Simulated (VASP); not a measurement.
VASP runs on GaAu (space group Pnma) share one base input (LDA (Ceperley-Alder, Perdew-Zunger), plane waves, VASP's LDA PAW potentials (set 64)) and change the settings named in each case.

POSCAR:
```
GaAu
1
    6.2670000000     0.0000000000     0.0000000000
    0.0000000000     3.4210000000     0.0000000000
    0.0000000000     0.0000000000     6.3970000000
Au Ga
4 4
Direct
  0.9900000000   0.7500000000   0.1840000000
  0.0100000000   0.2500000000   0.8160000000
  0.5100000000   0.2500000000   0.6840000000
  0.4900000000   0.7500000000   0.3160000000
  0.8050000000   0.7500000000   0.5900000000
  0.1950000000   0.2500000000   0.4100000000
  0.6950000000   0.2500000000   0.0900000000
  0.3050000000   0.7500000000   0.9100000000
```

**KPOINTS**
```
Automatic mesh
0
Gamma
3 5 3
0 0 0
```

**INCAR**
```
SYSTEM = GaAu
PREC = Accurate; ENCUT = 300; LREAL = F
LASPH = T
EDIFF = 1E-6; NELM = 100; ALGO = Normal
LMAXMIX = 6
ISMEAR = 0; SIGMA = 0.1
ISIF = 2
LWAVE = F; LCHARG = F
```

POTCAR, in this order: Au Ga_d (LDA.64 set). Program: vasp_std.

| change | E(σ→0) (eV/atom) | pressure (GPa) | largest force (eV/Å) | −TS (eV) |
|---|---|---|---|---|
| base run | -4.2415 | -0.18 | 0.738 | -0.0203 |
| GGA = PS, POTCAR Au Ga_d (PBE.64 set) | -3.8481 | 2.98 | 0.830 | -0.0205 |
| GGA_COMPAT = .FALSE., LNONCOLLINEAR = .TRUE., LSORBIT = .TRUE., MAGMOM = 0.0 0.0 0.0 0.0 0.0 0.0 0.0 0.0 0.0 0.0 0.0 0.0 0.0 0.0 0.0 0.0 0.0 0.0 0.0 0.0 0.0 0.0 0.0 0.0, program vasp_ncl | -4.3983 | -0.76 | 0.731 | -0.0202 |
| KPOINTS 1×1×1 Γ-centred mesh | -5.2842 | -8.09 | 1.318 | 0.0000 |
 Energies of different potentials or functionals have different zeros.  Unless said otherwise, spin-orbit coupling is left out, though it shifts the bands of the heavy elements here. At 300 eV the pressure can carry a Pulay error.

Left out are runs that ran out of time, are held back, or changed the cell or the kind of run, fixed moments of cells without a moment, rows past the twelfth, gaps on odd meshes, pressures of charged cells and columns that move by less than the noise.

The structure comes from a measured GaAu entry of the Crystallography Open Database, whose conditions weren't checked. The cell was not relaxed at this level, forces remain on its atoms.
